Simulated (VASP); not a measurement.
Level of theory: PBE GGA, VASP's PBE PAW potentials (set 64) (plane waves; VASP).

Input for VASP

**POSCAR**
```
NbP
1
   -1.6714281534     1.6714281534     5.6981388012
    1.6714281534    -1.6714281534     5.6981388012
    1.6714281534     1.6714281534    -5.6981388012
Nb P
2 2
Direct
  0.7489996911   0.7489996911   0.0000000000
  0.4989996911   0.9989996911   0.5000000000
  0.1670003089   0.1670003089   0.0000000000
  0.9170003089   0.4170003089   0.5000000000
```

KPOINTS:
```
Automatic
0
G
  8 8 8
```

**INCAR**
```
SYSTEM = NbP
PREC = Accurate
ENCUT = 400
EDIFF = 1E-6
NELM = 100
ALGO = Normal
LREAL = .FALSE.
LASPH = .TRUE.
ISMEAR = 0
SIGMA = 0.05
GGA = PE
LMAXMIX = 4
LWAVE = .FALSE.
LCHARG = .FALSE.
IBRION = 2
ISIF = 3
NSW = 60
EDIFFG = -0.02
```

POTCAR, in this order: Nb_sv P (PBE.64 set). Program: vasp_std.

Question: Predict the energy per atom (σ→0), volume per atom, band gap (on the k-mesh).

Answer: 
| Item | Value |
|---|---|
| energy per atom (σ→0) | -8.826 eV/atom |
| band gap (on the k-mesh) | none (metal, semimetal or under 0.01 eV) |
| volume per atom | 15.96 Å³/atom |

### OSZICAR
```
...
DAV:   1    -0.353069762215E+02   -0.67403E-03   -0.73974E-02  2596   0.264E+00    0.158E-01
DAV:   2    -0.353067446514E+02    0.23157E-03   -0.57526E-03  3208   0.679E-01    0.824E-02
DAV:   3    -0.353066055371E+02    0.13911E-03   -0.56175E-04  4048   0.204E-01    0.262E-02
DAV:   4    -0.353065995412E+02    0.59959E-05   -0.56092E-05  4018   0.541E-02    0.121E-02
DAV:   5    -0.353066007539E+02   -0.12127E-05   -0.48604E-06  3176   0.177E-02    0.652E-03
DAV:   6    -0.353066020854E+02   -0.13315E-05   -0.10229E-06  2294   0.913E-03    0.231E-03
DAV:   7    -0.353066025418E+02   -0.45641E-06   -0.46796E-07  2258   0.807E-03
   4 F= -.35306603E+02 E0= -.35305963E+02  d E =-.300426E-03
```

The structure was generated: NbP was put into the NbAs type (I4_1md), which need not be its known phase. This run relaxes it. Symmetry was kept, so distortions that lower it aren't found. The k-mesh is coarse (spacing up to 0.33 per Å, 2π included), so the numbers may not be converged in it. The start is the result of an earlier pass.
